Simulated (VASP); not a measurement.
Here is the system:

```yaml
crystal:
  lattice:
    - [2.63021, 0.00000, 0.00000]
    - [0.00000, 2.63021, 0.00000]
    - [0.00000, 0.00000, 2.63021]
  atoms:
    - { symbol: Ti, position: [0.00000, 0.00000, 0.00000] }
```

Calculation: r2SCAN meta-GGA, VASP's PBE PAW potentials (set 64) (plane waves; VASP). Numerical set-up: 400 eV cut-off, 15×15×15 Γ-centred mesh, tetrahedra with Blöchl corrections, potentials Ti_sv.

Q: Give the energies of bands 5 to 9 at the high-symmetry points, in eV from the Fermi level.

A: 
```csv
band,Γ,X,M,R
5,-6.08,-1.91,-2.82,-1.12
6,-1.43,-0.66,-0.12,-1.12
7,-1.43,-0.48,2.79,-1.12
8,4.29,2.35,2.79,5.34
9,4.29,2.35,5.23,5.34
```

It has no gap at this level: it comes out as a metal or semimetal.

The structure was generated: Ti was put into the simple-cubic type (Pm-3m), which need not be its known phase. It was relaxed first, which changed the volume by -8 %.
